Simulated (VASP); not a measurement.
Mg9Bi2Sb4:

```
CELL_PARAMETERS angstrom
0.00000 0.00000 7.28600
6.91285 3.99114 0.00000
-6.91285 3.99114 0.00000
ATOMIC_POSITIONS crystal
Mg 0.63000 0.33333 0.33333
Mg 0.63000 0.66667 0.00000
Mg 0.63000 0.00000 0.66667
Mg 0.37000 0.33333 0.00000
Mg 0.37000 0.66667 0.66667
Mg 0.37000 0.00000 0.33333
Mg 0.00000 0.00000 0.00000
Mg 0.00000 0.33333 0.66667
Mg 0.00000 0.66667 0.33333
Bi 0.23500 0.33333 0.33333
Bi 0.76500 0.33333 0.00000
Sb 0.23500 0.66667 0.00000
Sb 0.23500 0.00000 0.66667
Sb 0.76500 0.66667 0.66667
Sb 0.76500 0.00000 0.33333
```

The cell was built by a generator and needn't be a form met in nature.

* Program: VASP 6.6.1
* Task: relaxation of cell and atoms
* Functional: PBEsol
* Potentials or basis: VASP PAW PBE potentials, release 64 (Mg, Bi_d, Sb)
* Cutoff: 600 eV
* k mesh: 6 × 6 × 6
* Occupations: gaussian, width 0.03 eV
* Spin: no spin polarisation

At the start: pressure -0.1 GPa; volume 26.80 Å³/atom.

How do energy, volume and symmetry change on relaxing?

Over 17 steps the energy falls by 13.2 meV/atom and the volume is 26.37 Å³/atom (-1.6 %); space group C2/m (No. 12, to 0.05 Å).

The path:
```tsv
step	energy change (eV)	largest force (eV/Å)	pressure (GPa)	volume (Å³)
1	0.0000	0.7345	-0.14	402.04
2	-0.0935	0.4778	-0.18	400.66
3	-0.1576	0.1509	-0.15	398.37
4	-0.1582	0.1501	-0.14	398.12
5	-0.1826	0.1289	0.04	395.86
6	-0.1883	0.1111	0.17	394.20
7	-0.1911	0.0910	-0.11	396.48
8	-0.1911	0.0900	-0.12	396.59
9	-0.1936	0.0655	-0.07	396.13
10	-0.1954	0.0454	0.01	395.41
11	-0.1955	0.0512	0.02	395.29
12	-0.1968	0.0311	0.01	395.47
13	-0.1973	0.0183	0.00	395.63
14	-0.1974	0.0169	0.00	395.66
15	-0.1978	0.0171	-0.01	395.74
16	-0.1979	0.0182	-0.01	395.77
17	-0.1982	0.0061	0.01	395.61
```

Final structure:
```
Mg Bi Sb
1.0
     0.00040   -0.00023    7.24101
     6.87861    3.97381    0.00026
    -6.87648    3.97014   -0.00051
Mg Bi Sb
9 2 4
Direct
  0.63104 0.33333 0.33677
  0.63067 0.66946 0.99996
  0.63067 0.99720 0.66383
  0.36896 0.33333 0.99656
  0.36933 0.66946 0.66950
  0.36933 0.99720 0.33337
  0.00000 0.98350 0.99175
  0.00000 0.33333 0.66667
  0.00000 0.68317 0.34158
  0.21643 0.33333 0.33262
  0.78357 0.33333 0.00072
  0.22516 0.66665 0.00013
  0.22516 0.00002 0.66682
  0.77484 0.66665 0.66652
  0.77484 0.00002 0.33320
```

Caveat: the PAW data sets were made with another functional, which shifts forces and pressure a little.
